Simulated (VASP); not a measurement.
All values below come from PBE GGA with D3 dispersion (zero damping), VASP's PBE PAW potentials (set 64) (plane waves; VASP 6.6.1).

VASP input:

### KPOINTS
```
kpoints
0
gamma
 13 13 13
0 0 0
```

File POSCAR:
```
MoSi2
1
   -1.5946985495     1.5946985495     3.9080909622
    1.5946985495    -1.5946985495     3.9080909622
    1.5946985495     1.5946985495    -3.9080909622
Si Mo
2 1
Direct
  0.6654619530   0.6654619530   1.0000000000
  0.3345380470   0.3345380470   0.0000000000
  0.0000000000   0.0000000000   1.0000000000
```

**INCAR**
```
! general
SYSTEM   =  MoSi2
PREC     =  Accurate
ENCUT    =  520   ! plane-wave cut-off (eV)
LREAL    =  .FALSE.   ! projection in real space or not
LASPH    =  .TRUE.

! electronic loop
EDIFF    =  1E-7   ! SCF stop (eV)
NELM     =  100
ALGO     =  Normal
LMAXMIX  =  4   ! l cut-off of mixed one-centre charges

! smearing
ISMEAR   =  1
SIGMA    =  0.1

! functional
GGA      =  PE   ! PBE
IVDW     =  11   ! D3, zero damping

! ions
IBRION   =  2   ! conjugate gradients
NSW      =  30   ! most ionic steps
ISIF     =  4
EDIFFG   =  -0.01   ! ionic stop

! output
LWAVE    =  .FALSE.
LCHARG   =  .FALSE.
```

POTCAR, in this order: Si Mo_sv (PBE.64 set). Program: vasp_std.

Output

### OUTCAR
```
 ion  position               nearest neighbor table
   1  0.665  0.665  0.000-   2 2.59   3 2.60   3 2.60   3 2.60   3 2.60   2 2.61   2 2.61   2 2.61
                             2 2.61   3 2.61
   2  0.335  0.335  0.000-   1 2.59   3 2.60   3 2.60   3 2.60   3 2.60   1 2.61   1 2.61   1 2.61
                             1 2.61   3 2.61
   3  0.000  0.000  0.000-   1 2.60   1 2.60   1 2.60   2 2.60   1 2.60   2 2.60   2 2.60   2 2.60
                             1 2.61   2 2.61
  LATTYP: Found a body centered tetragonal cell.
 ALAT       =     3.1893970990
 C/A-ratio  =     2.4506769404
 Subroutine PRICEL returns:
 Original cell was already a primitive cell.
 Subroutine GETGRP returns: Found 16 space group operations
The static configuration has the point symmetry D_4h.
The dynamic configuration has the point symmetry D_4h.
 Subroutine INISYM returns: Found 16 space group operations
 Subroutine IBZKPT returns following result:
 Found    196 irreducible k-points:

 Following reciprocal coordinates:
            Coordinates               Weight
  0.000000  0.000000  0.000000      1.000000
  0.076923  0.000000  0.000000      8.000000
  0.153846  0.000000 -0.000000      8.000000
  0.230769  0.000000 -0.000000      8.000000
  0.307692  0.000000 -0.000000      8.000000
  0.384615  0.000000 -0.000000      8.000000
  0.461538  0.000000 -0.000000      8.000000
  0.076923  0.076923  0.000000      8.000000
  0.153846  0.076923 -0.000000     16.000000
  0.230769  0.076923 -0.000000     16.000000
  0.307692  0.076923 -0.000000     16.000000
  0.384615  0.076923  0.000000     16.000000
  0.461538  0.076923 -0.000000     16.000000
 -0.461538  0.076923  0.000000     16.000000
 -0.384615  0.076923  0.000000     16.000000
 -0.307692  0.076923  0.000000     16.000000
 -0.230769  0.076923  0.000000     16.000000
 -0.153846  0.076923  0.000000     16.000000
 -0.076923  0.076923  0.000000      4.000000
...
```

### OSZICAR
```
       N       E                     dE             d eps       ncg     rms          rms(c)
DAV:   1     0.124345970515E+03    0.12435E+03   -0.11529E+04  5888   0.140E+03
DAV:   2    -0.208727770795E+02   -0.14522E+03   -0.14333E+03  7217   0.339E+02
DAV:   3    -0.241233883782E+02   -0.32506E+01   -0.31837E+01  7889   0.448E+01
DAV:   4    -0.241389849695E+02   -0.15597E-01   -0.15594E-01  6734   0.367E+00
DAV:   5    -0.241391182471E+02   -0.13328E-03   -0.13327E-03  7924   0.319E-01    0.221E+01
DAV:   6    -0.233959029969E+02    0.74322E+00   -0.71981E+00  6874   0.186E+01    0.493E+00
DAV:   7    -0.232787906909E+02    0.11711E+00   -0.10548E+00  6595   0.661E+00    0.463E+00
DAV:   8    -0.232449594564E+02    0.33831E-01   -0.11675E-01  7007   0.288E+00    0.453E-01
DAV:   9    -0.232443365864E+02    0.62287E-03   -0.21329E-03  7231   0.424E-01    0.246E-01
DAV:  10    -0.232443020545E+02    0.34532E-04   -0.67519E-04  7084   0.245E-01    0.570E-02
DAV:  11    -0.232442894993E+02    0.12555E-04   -0.25495E-04  6937   0.128E-01    0.402E-02
DAV:  12    -0.232442843716E+02    0.51278E-05   -0.29493E-05  6741   0.404E-02    0.833E-03
DAV:  13    -0.232442839614E+02    0.41017E-06   -0.87121E-07  7532   0.668E-03    0.139E-03
DAV:  14    -0.232442838739E+02    0.87470E-07   -0.21650E-08  3724   0.113E-03
   1 F= -.24337767E+02 E0= -.24337716E+02  d E =-.243378E+02
       N       E                     dE             d eps       ncg     rms          rms(c)
DAV:   1    -0.232443058825E+02   -0.21921E-04   -0.54177E-04  6279   0.219E-01    0.202E-02
DAV:   2    -0.232442989689E+02    0.69136E-05   -0.16512E-05  7735   0.342E-02    0.992E-03
DAV:   3    -0.232442969132E+02    0.20557E-05   -0.58487E-06  7476   0.199E-02    0.352E-03
DAV:   4    -0.232442968742E+02    0.39079E-07   -0.27821E-07  5326   0.404E-03
   2 F= -.24337775E+02 E0= -.24337726E+02  d E =-.780222E-05
```

### OUTCAR
```
------------------------ aborting loop because EDIFF is reached ----------------------------------------
 Edisp (eV)   -1.09348
  FORCE on cell =-STRESS in cart. coord.  units (eV):
  Direction    XX          YY          ZZ          XY          YZ          ZX
  --------------------------------------------------------------------------------------
  Total       0.03054     0.03054     0.04312     0.00000    -0.00000     0.00000
  in kB       1.23063     1.23063     1.73764     0.00000    -0.00000     0.00000
  external pressure =        1.40 kB  Pullay stress =        0.00 kB
  volume of cell :       39.75
      direct lattice vectors                 reciprocal lattice vectors
    -1.594859547  1.594859547  3.907301976     0.000000000  0.313507231  0.127965538
     1.594859547 -1.594859547  3.907301976     0.313507231  0.000000000  0.127965538
     1.594859547  1.594859547 -3.907301976     0.313507231  0.313507231  0.000000000
 POSITION                                       TOTAL-FORCE (eV/Angst)
 -----------------------------------------------------------------------------------
      1.59486      1.59486      1.29245         0.000000      0.000000     -0.000307
      1.59486      1.59486     -1.29245         0.000000      0.000000      0.000307
      0.00000      0.00000      7.81460        -0.000000     -0.000000     -0.000000
 -----------------------------------------------------------------------------------
    total drift:                               -0.000000     -0.000000     -0.000000
  FREE ENERGIE OF THE ION-ELECTRON SYSTEM (eV)
  ---------------------------------------------------
  free  energy   TOTEN  =       -24.3377752658 eV

  energy  without entropy=      -24.3376285502  energy(sigma->0) =      -24.33772636

 reached required accuracy - stopping structural energy minimisation
```
(Selected blocks of OUTCAR.)

File CONTCAR:
```
MoSi2
   1.00000000000000
    -1.5948595469561511    1.5948595469561511    3.9073019761770831
     1.5948595469561511   -1.5948595469561511    3.9073019761770831
     1.5948595469561511    1.5948595469561511   -3.9073019761770831
  Si              Mo
     2     1
Direct
     0.6653884511246918    0.6653884511246918    1.0000000000000000
     0.3346115488753082    0.3346115488753082    1.0000000000000000
     1.0000000000000000    1.0000000000000000    0.0000000000000000
```

The compound is MoSi2 in the MoSi2 type structure. This run relaxes it. Symmetry was kept, so distortions that lower it aren't found.
